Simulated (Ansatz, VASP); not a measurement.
# Re (Rhenium): VASP beside Ansatz

One calculation is typed for both programs; each brings its own data sets. How far apart do they land? The cell is taken from a series of runs on this material, whose earlier steps may have relaxed, scaled, displaced or heated it; both programs get it as it stands.

Main program and level: Ansatz 0.2.0; plane waves, with VASP 6.6.1 beside it; relaxation of cell and atoms at PBE and zone-centre phonons at PBE.

## Step 1: Set-up

Symmetry: P6_3/mmc, No. 194, hexagonal system. The conventional cell has a = 2.775 Å, b = 2.775 Å, c = 4.482 Å, α = 90.00°, β = 90.00°, γ = 120.00°. Nearest to Re lie 12 Re at 2.76 to 2.78 Å.

Structure file:

```
Re
1.0
     2.77539    0.00000    0.00000
    -1.38769    2.40356    0.00000
     0.00000    0.00000    4.48220
Re
2
Cartesian
  0.0000 1.6024 1.1205
  1.3877 0.8012 3.3616
```

## Step 2: VASP: relaxation of cell and atoms, PBE

The relaxed volume is the usual yardstick between codes: in a stiff, nearly cubic crystal its relative difference is about their pressure difference at one cell divided by the bulk modulus.

Lines of VASP's logs that name or quote its potential files are left out, and so is its time.

Input file INCAR:

```
SYSTEM = Re
PREC = Accurate
ENCUT = 600
EDIFF = 1E-07
NELM = 120
ISMEAR = 1
SIGMA = 0.2
LREAL = .FALSE.
ALGO = Normal
GGA = PE
NBANDS = 13
LASPH = .TRUE.
LORBIT = 11
LWAVE = .FALSE.
LCHARG = .FALSE.
ISIF = 3
IBRION = 2
NSW = 80
EDIFFG = -0.005
GGA_COMPAT = .FALSE.
NELMIN = 4
KPAR = 2
```

Input file POSCAR:

```
Re
1.0
    2.7753880000      0.0000000000      0.0000000000
   -1.3876940000      2.4035560000      0.0000000000
    0.0000000000      0.0000000000      4.4821970000
Re
2
Direct
    0.3333335414      0.6666666667      0.2500000000
    0.6666668748      0.3333333333      0.7500000000
```

Input file KPOINTS:

```
Automatic mesh
0
Gamma
21 21 12
0 0 0
```

PAW data sets: Re (PBE family, release 64).

Command:

```bash
mpirun -np 2 vasp_std
```

Numbers of over 12 decimals in the logs are rounded to 6 here.

Log:

```text
[banner, memory and clock lines left out]
running    2 mpi-ranks, on    1 nodes
 distrk:  each k-point on    1 cores,    2 groups
 distr:  one band on    1 cores,    1 groups

 POSCAR found type information on POSCAR Re
 POSCAR found :  1 types and       2 ions
 LDA part: xc-table for (Slater+PW92), standard interpolation
 POSCAR, INCAR and KPOINTS ok, starting setup
 FFT: planning ... GRIDC
 FFT: planning ... GRID_SOFT
 FFT: planning ... GRID
 WAVECAR not read
 entering main loop
       N       E                     dE             d eps       ncg     rms          rms(c)
DAV:   1     0.330897998984E+02    0.33090E+02   -0.73364E+03 16576   0.146E+03
DAV:   2    -0.231954183832E+02   -0.56285E+02   -0.47897E+02 14722   0.333E+02
DAV:   3    -0.262257197127E+02   -0.30303E+01   -0.26885E+01 15616   0.943E+01
DAV:   4    -0.262806335493E+02   -0.54914E-01   -0.54128E-01 13827   0.746E+00
DAV:   5    -0.262814428066E+02   -0.80926E-03   -0.80875E-03 14875   0.123E+00    0.414E+01
DAV:   6    -0.252165973333E+02    0.10648E+01   -0.92384E-01 15119   0.283E+01    0.165E+01
DAV:   7    -0.248664788678E+02    0.35012E+00   -0.61256E-01 15441   0.224E+01    0.709E-01
DAV:   8    -0.248538788596E+02    0.12600E-01   -0.86862E-03 16003   0.110E+00    0.209E-01
DAV:   9    -0.248529869280E+02    0.89193E-03   -0.56266E-04 16431   0.313E-01    0.367E-02
DAV:  10    -0.248530069975E+02   -0.20069E-04   -0.39667E-05 13978   0.476E-02    0.113E-02
DAV:  11    -0.248530082335E+02   -0.12361E-05   -0.66375E-07 12662   0.223E-02    0.229E-03
DAV:  12    -0.248530075664E+02    0.66711E-06   -0.10217E-07  9235   0.888E-03    0.525E-04
DAV:  13    -0.248530075304E+02    0.36037E-07   -0.32471E-08  7628   0.531E-03
   1 F= -.24853008E+02 E0= -.24853165E+02  d E =-.248530E+02
 curvature:   0.00 expect dE= 0.000E+00 dE for cont linesearch  0.000E+00
 trial: gam= 0.00000 g(F)=  0.896E-45 g(S)=  0.582E-03 ort = 0.000E+00 (trialstep = 0.100E+01)
 search vector abs. value=  0.582E-03
 bond charge predicted
       N       E                     dE             d eps       ncg     rms          rms(c)
DAV:   1    -0.248531935528E+02   -0.18599E-03   -0.14680E-01  9103   0.207E+01    0.112E+00
DAV:   2    -0.248523885628E+02    0.80499E-03   -0.16183E-03 14600   0.142E+00    0.386E-01
DAV:   3    -0.248521443619E+02    0.24420E-03   -0.51278E-04 14295   0.754E-01    0.489E-02
DAV:   4    -0.248521474748E+02   -0.31129E-05   -0.94178E-06 16719   0.558E-02    0.241E-02
DAV:   5    -0.248521502332E+02   -0.27584E-05   -0.44926E-06 16843   0.632E-02    0.492E-03
DAV:   6    -0.248521503815E+02   -0.14833E-06   -0.41935E-08  6564   0.110E-02    0.131E-03
DAV:   7    -0.248521503613E+02    0.20221E-07   -0.55939E-08  6284   0.442E-03
   2 F= -.24852150E+02 E0= -.24852313E+02  d E =0.857169E-03
 trial-energy change:    0.000857  1 .order    0.000881   -0.000582    0.002343
 step:   0.2068(harm=  0.1989)  dis= 0.00000  next Energy=   -24.853068 (dE=-0.603E-04)
 bond charge predicted
       N       E                     dE             d eps       ncg     rms          rms(c)
DAV:   1    -0.248537663029E+02   -0.16159E-02   -0.89479E-02  9262   0.160E+01    0.878E-01
DAV:   2    -0.248532373071E+02    0.52900E-03   -0.10213E-03 14540   0.114E+00    0.307E-01
DAV:   3    -0.248530687356E+02    0.16857E-03   -0.32579E-04 14260   0.600E-01    0.383E-02
DAV:   4    -0.248530693438E+02   -0.60818E-06   -0.56922E-06 16517   0.399E-02    0.179E-02
DAV:   5    -0.248530695219E+02   -0.17815E-06   -0.27678E-06 16574   0.489E-02    0.381E-03
DAV:   6    -0.248530696482E+02   -0.12633E-06   -0.26147E-08  6133   0.850E-03    0.110E-03
DAV:   7    -0.248530696718E+02   -0.23579E-07   -0.36033E-08  5593   0.359E-03
   3 F= -.24853070E+02 E0= -.24853228E+02  d E =-.621414E-04
 curvature:  -0.10 expect dE=-0.435E-06 dE for cont linesearch -0.119E-06
 trial: gam= 0.00000 g(F)=  0.108E-43 g(S)=  0.437E-05 ort =-0.264E-04 (trialstep = 0.841E+00)
 search vector abs. value=  0.437E-05
 reached required accuracy - stopping structural energy minimisation
```

OUTCAR, selected parts (step 2):

```text
ion  position               nearest neighbor table
   1  0.333  0.667  0.250-   2 2.76   2 2.76   2 2.76   2 2.76   2 2.76   2 2.76
   2  0.667  0.333  0.750-   1 2.76   1 2.76   1 2.76   1 2.76   1 2.76   1 2.76

  LATTYP: Found a hexagonal cell.
 ALAT       =     2.7753880000
 C/A-ratio  =     1.6149803199

 Subroutine GETGRP returns: Found 24 space group operations
 (whereof 12 operations were pure point group operations)

The static configuration has the point symmetry D_3d.
 The point group associated with its full space group is D_6h.

 Found    336 irreducible k-points:

   k-points           NKPTS =    336   k-points in BZ     NKDIM =    336   number of bands    NBANDS=     13

   dimension x,y,z NGX =    24 NGY =   24 NGZ =   36
   dimension x,y,z NGXF=    48 NGYF=   48 NGZF=   72

   ENCUT  =  600.0 eV  44.10 Ry    6.64 a.u.   5.54  5.54  8.95*2*pi/ulx,y,z

   NELECT =      14.0000    total number of electrons

 k-points in reciprocal lattice and weights: Automatic mesh
   0.00000000  0.00000000  0.00000000       0.000
   0.04761905  0.00000000  0.00000000       0.001
   0.09523810  0.00000000  0.00000000       0.001
   0.14285714  0.00000000  0.00000000       0.001
   0.19047619  0.00000000  0.00000000       0.001
   0.23809524  0.00000000  0.00000000       0.001
   0.28571429  0.00000000  0.00000000       0.001
   0.33333333  0.00000000  0.00000000       0.001
   0.38095238  0.00000000  0.00000000       0.001
[...]
0.33333333  0.28571429  0.50000000       0.002
   0.33333333  0.33333333  0.50000000       0.000

 average (electrostatic) potential at core
       1 -39.3359       2 -39.3359

 E-fermi :   7.6961

 k-point     1 :       0.0000    0.0000    0.0000
  band No.  band energies     occupation
    ...
      3       6.1651      2.00000
      4       6.1667      2.00000
      5       6.1668      2.00000
      6       6.9839      2.00001
      7       6.9839      2.00001
      8       7.8929     -0.04672
      9       7.8929     -0.04672
     10       8.2940     -0.00020
     11      11.0038     -0.00000
     12      11.0038     -0.00000
    ...

 k-point     2 :       0.0476    0.0000    0.0000
  band No.  band energies     occupation
    ...
      4       6.2504      2.00000
      5       6.4387      2.00000
      6       6.9169      2.00000
      7       7.0629      2.00007
      8       7.7218      0.78453
      9       7.8210      0.13860
     10       8.0316     -0.03908
     11      11.0525     -0.00000
     12      11.4429     -0.00000
     13      17.5263      0.00000

 k-point     3 :       0.0952    0.0000    0.0000
  band No.  band energies     occupation
    ...
      5       6.6471      2.00000
      6       6.8094      2.00000
      7       7.0135      2.00002
      8       7.2973      2.01629
      9       7.6260      1.55482
     10       7.8174      0.15420
     11      11.1798     -0.00000
     12      12.3891      0.00000
     13      17.4979      0.00000

  Total        0.0091451      0.0091451     -0.0037303      0.0000000      0.0000000     -0.0000000
  in kB        0.4906928      0.4906926     -0.2001551      0.0000000      0.0000000     -0.0000000
  external PRESSURE =       0.2604101 kB  Pullay stress =       0.0000000 kB

  energy-cutoff  :      600.00
  volume of cell :       29.86
      direct lattice vectors                 reciprocal lattice vectors
     2.774264434  0.000000000  0.000000000     0.360455906  0.208109359 -0.000000000
    -1.387132217  2.402582964 -0.000000000     0.000000000  0.416218718 -0.000000000
     0.000000000  0.000000000  4.479858786    -0.000000000  0.000000000  0.223221322

 POSITION                                       TOTAL-FORCE (eV/Angst)
 -----------------------------------------------------------------------------------
      0.00000      1.60172      1.11996         0.000000     -0.000000      0.000000
      1.38713      0.80086      3.35989        -0.000000      0.000000      0.000000
 -----------------------------------------------------------------------------------
    total drift:                               -0.000017     -0.000000      0.000000

  FREE ENERGIE OF THE ION-ELECTRON SYSTEM (eV)
  ---------------------------------------------------
  free  energy   TOTEN  =       -24.8530696718 eV

  energy  without entropy=      -24.8535442279  energy(sigma->0) =      -24.85322786

 reached required accuracy - stopping structural energy minimisation

 total charge
# of ion       s       p       d       tot
------------------------------------------
    1        0.619   0.662   4.818   6.099
    2        0.619   0.662   4.818   6.099
--------------------------------------------------
tot          1.239   1.324   9.635  12.198

[... 3 further parts left out ...]
```

## Step 3: Ansatz: relaxation of cell and atoms, PBE

Ansatz runs on its PAW soft_1 files.

The same cell, functional, mesh and smearing now go to Ansatz, which takes its cutoff from its data sets.

Input file input.yaml:

```yaml
crystal:
  lattice:
    - [2.7753876222, 0.0, 0.0]
    - [-1.3876938111, 2.4035561862, 0.0]
    - [0.0, 0.0, 4.4821966393]
  atoms:
    - { symbol: Re, position: [0.3333333333, 0.6666666667, 0.25] }
    - { symbol: Re, position: [0.6666666667, 0.3333333333, 0.75] }
kpoints:
  mp_grid: { grid: [21, 21, 12] }
hamiltonian:
  xc: pbe
  pseudopotentials: { kind: paw, azcp: { folder: soft_1 } }
scf:
  occupations: { method: methfessel_paxton, width: 0.2 }
output:
  forces: true
  stress: true
  eigenvalues: true
  write_density: true
  write_potential: true
  elf: true
  volumetric_format: npy
relax:
  adjacent_minimum: "off"
  f_tol: 0.001
  max_steps: 60
  cell: { stress_tol: 0.01 }
```

Command:

```bash
ansatz run input.yaml --threads 4 --pin off --max-ram 8192MiB --backend cpu --events-out ev --progress --plain --runs-dir out
```

Log:

```text
Engine: ansatz 0.2.0, x86_64-unknown-linux-gnu
Pseudopotentials: kind: paw
Pseudopotential: Re, paw, valence charge 15, recommended cutoff 420 eV (normal), soft_1/Re.paw.azcp
Functional definition: PBE
  parameter kappa = 0.804
  parameter beta = 0.066725
  exchange = pbe_x(kappa = kappa, mu = beta*pi^2/3)
  correlation = pbe_c(beta = beta)
Crystal: 2 atoms, lattice volume = 29.900 Å³
Basis set: ecut = 420 eV, 579 PW (Γ), exchange–correlation on 40×40×60 points (8 copies of the dense FFT grid, shifted against one another)
Bands: 19, of which v1, the nominal top of the filled ones, is band 15 counted from 1 (14 counted from 0)
Symmetry: 24 space group operations
Space group: P63/mmc (ITA 194), of the structure as read, at distance tolerance 3.1e-5 Å
k-points: 336 of 5292
Non-local potential: Re, projectors of the file, l = 0: 3, l = 1: 2, l = 2: 2, l = 3: 1
PAW form: soft (Blöchl's): semilocal exchange-correlation on the pseudo side does not see the compensation charge
PAW one-centre angular grid: Re, 590 points (default); XC on 64 Gauss nodes
Initial density: superposition of atomic densities (chi_scale 0.1, normalization cell)
Initial wavefunctions: pseudopotential atomic-orbital guess
Functional: x = pbe(κ = 0.804, μ = 0.219515), c = pbe(β = 0.066725)
SCF iter   1: F=—  HF=-21738.978924 eV  |F-HF|=—  |Δ(HF+E_count)|=         —  Δρ=6.07e-2  dr2=1.05e0  ethr=3.10e-3  ⟨swp⟩=4.7  Hψ=25247  notcnv=0
preconditioner: auto → none  [metal: Δε(μ)=0.009 eV  Ē_g=6.260 eV  σ=0.200 eV  W_gap=0.04  n_scr=8 (ndim 8)  ℏωp=25.4 eV  f_vac=0.000  D(μ)=1.62/eV (n_scr^D=22)  sad-step TF]
SCF iter   2: F=—  HF=-21738.719978 eV  |F-HF|=—  |Δ(HF+E_count)|=   2.59e-1  S|Δr|=    0.00e0  Δρ=3.59e-2  dr2=3.51e-1  ethr=3.10e-3  ⟨swp⟩=2.0  Hψ=10230  notcnv=0  defer=2
SCF iter   3: F=—  HF=-21738.598054 eV  |F-HF|=—  |Δ(HF+E_count)|=   1.22e-1  S|Δr|=    0.00e0  Δρ=1.87e-3  dr2=3.87e-4  ethr=1.17e-3  ⟨swp⟩=3.0  Hψ=12419  notcnv=0  defer=2
SCF iter   4: F=—  HF=-21738.598501 eV  |F-HF|=—  |Δ(HF+E_count)|=   4.46e-4  S|Δr|=    0.00e0  Δρ=1.68e-4  dr2=8.18e-6  ethr=1.29e-6  ⟨swp⟩=2.2  Hψ=9536  notcnv=0  defer=2
SCF iter   5: F=—  HF=-21738.598499 eV  |F-HF|=—  |Δ(HF+E_count)|=   1.51e-6  S|Δr|=    0.00e0  Δρ=2.67e-5  dr2=1.33e-7  ethr=2.73e-8  ⟨swp⟩=2.0  Hψ=8663  notcnv=0  defer=2
SCF iter   6: F=-21738.598499 eV  HF=-21738.598499 eV  |F-HF|=3.21e-9  |Δ(HF+E_count)|=   2.68e-8  S|Δr|=    0.00e0  Δρ=5.69e-6  dr2=6.91e-9  ethr=3.33e-10  ⟨swp⟩=7.7  Hψ=38130  notcnv=0
SCF 1 converged in 6 iterations: F = -21738.598499 eV  dr2 = 6.91e-9
  greatest PAW one-centre occupation: 1.000 electrons in one spin orbital (limit 2), on the Re atom at site 1 (counted from 0), in its partial waves of l = 0
relax step   1: F+E_penalty+E_count = -21738.59849912 eV  Δ(F+E_penalty+E_count) = +0.000e0 eV  max|allowed force component| = 1.180e-16 eV/Å  Δτ_max = 0.0000 Å  P = -0.041 GPa  Ω = 29.900 Å³  (6 SCF iters, dr2 threshold 1.00e-7 eV, accepted)
[...]
relax step   2: F+E_penalty+E_count = -21738.59850342 eV  Δ(F+E_penalty+E_count) = -4.301e-6 eV  max|allowed force component| = 1.087e-16 eV/Å  Δτ_max = 0.0000 Å  P = +0.108 GPa  Ω = 29.888 Å³  energy of the carried Pulay correction = +7.131e-6 eV  (3 SCF iters, dr2 threshold 7.59e-9 eV, rejected (line search))
[...]
relax step   3: F+E_penalty+E_count = -21738.59850181 eV  Δ(F+E_penalty+E_count) = -2.691e-6 eV  max|allowed force component| = 1.388e-16 eV/Å  Δτ_max = 0.0000 Å  P = +0.001 GPa  Ω = 29.896 Å³  energy of the carried Pulay correction = +1.986e-6 eV  (5 SCF iters, accepted)
[...]
relax step   4: F+E_penalty+E_count = -21738.59849930 eV  Δ(F+E_penalty+E_count) = +2.516e-6 eV  max|allowed force component| = 1.388e-16 eV/Å  Δτ_max = 0.0000 Å  P = +0.001 GPa  Ω = 29.896 Å³  stress off target by 2.77e-3 GPa  SCF on the basis re-selected at this cell (its energy is not comparable with the rows above)  (3 SCF iters)
basis re-selected at this cell: Δ(F+E_penalty+E_count) = +2.516e-6 eV, ΔP = +0.000 GPa vs the last step (what re-selecting the basis moved, of the pressure what is left beyond the Pulay correction that the steps carried, after the strain that the cell walked since its last selection, with what the two solves' SCF thresholds leave and, on support functions, any second-order correction that the steps lacked; it is no m [...]
SCF converged after 3 iterations
Stability not checked: this state was not tested for a lower state beside it, because cold or Methfessel-Paxton smearing, or corrected tetrahedra, fill the levels in a way that the test cannot read (fill_not_monotonic; see scf.lower_state_search)
Free energy (F): -21738.598499 eV
Harris-Foulkes:  -21738.598499 eV  (|F-HF|=3.64e-12)
Internal energy: -21738.599033 eV  (E = F + TS)
E sigma→0 (E₀):  -21738.598633 eV
Entropy (-TS):   0.000534 eV (0.267 meV/atom)
Fermi energy:    23.585850 eV
--- Per-component energies (eV) ---
  E_band       = -154.206618
  E_kinetic    = 1044.684079
  E_local      = -1569.639495  (includes V_loc(G=0)·N_el)
  E_nonlocal   = 160.107689
  E_hartree    = 546.684736
  E_xc         = -712.835895
  E_vxc        = -579.821539  (∫ρ·V_xc dr)
  E_paw        = -17409.053490  (= ΣΔE_a)
  E_vpaw       = -302.906906  (= ΣTr[D̂ρ^β])
  E_aug_tail   = 0.000100  (compensation charges beyond the density's cutoff)
  E_ewald      = -3798.546758
  E_smearing   = 0.000534  (= −TS)
  E_closure    = -0.000000  (closes the sum)
  Σ components = -21738.598499   (vs F -21738.598499, Δ=0.00e0)
--- Forces (eV/Å), atoms counted from 1 ---
  atom   1  Re    -0.00000000     0.00000000     0.00000000
  atom   2  Re     0.00000000    -0.00000000    -0.00000000
  max |Σ_I F_I| component: 9.25e-18 eV/Å
--- Stress (GPa, compression-positive) ---
       -0.000195       0.000000       0.000000
        0.000000      -0.000195       0.000000
        0.000000       0.000000       0.002770
  P = ⅓ Tr σ = 0.0008 GPa (0.008 kbar)
--- Band table (eV; the first three rows and the last of 336) ---
  k-point 0: bands = [... 11 lower, 22.0633, 22.0633, 22.8811, 22.8811, 23.7924, 23.7924, 24.1721, 26.9043]
  k-point 1: bands = [... 11 lower, 22.0198, 22.0198, 22.8287, 22.8287, 23.9109, 23.9109, 23.9302, 26.9148]
  k-point 2: bands = [... 11 lower, 21.9275, 21.9275, 22.6867, 22.6867, 23.3208, 24.2237, 24.2237, 26.9251]
  k-point 335: bands = [... 11 lower, 19.9446, 21.4795, 21.4795, 23.6694, 23.6694, 26.8935, 26.8935, 32.9711]
--- Relaxed structure (3 steps of the walk, 2 accepted, 1 SCFs on fresh bases) ---
  F+E_penalty+E_count = -21738.59849930 eV   max|allowed force component| = 1.388e-16 eV/Å   (the final SCF, on the basis selected at the relaxed cell)
  cell:  # Å, volume = 29.8964 Å³
    - [2.775195, 0.0, 0]
    - [-1.387597, 2.403389, 0]
    - [0, 0, 4.482309]
  atoms:
    - { symbol: Re, position: [0.333333, 0.666667, 0.25] }
    - { symbol: Re, position: [0.666667, 0.333333, 0.750000] }
```

## Step 4: Differences

Known differences besides the potentials themselves: the data sets hold 30 valence electrons in Ansatz (on its PAW soft_1 files) and 14 in VASP; the cutoff is 420 eV in Ansatz and 600 eV in VASP; Ansatz adds a Pulay correction to the stress that steers its cell, VASP none. Total energies have different zeros and are not compared.

Compared:

```
                                         quantity  Ansatz   VASP  difference
                                      volume (Å³)   29.90  29.86     +0.12 %
edge a after relaxation, in the typed setting (Å)   2.775  2.774     +0.03 %
edge c after relaxation, in the typed setting (Å)   4.482  4.480     +0.05 %
```

(Part 1 of 2 ends here.)

[Lines on the potential files, build, host, timing and source positions are cut from VASP's logs without a mark.]

[Logs are printed without paths, hosts, clocks, repeated set-up lines and the standing remarks that a program may print on its own settings, such as how far it seeks lower states.]

[Hosts, paths, dates, database ids (printed as entryN), source tags and the programs' standing remarks are cut or masked in the printed files.]
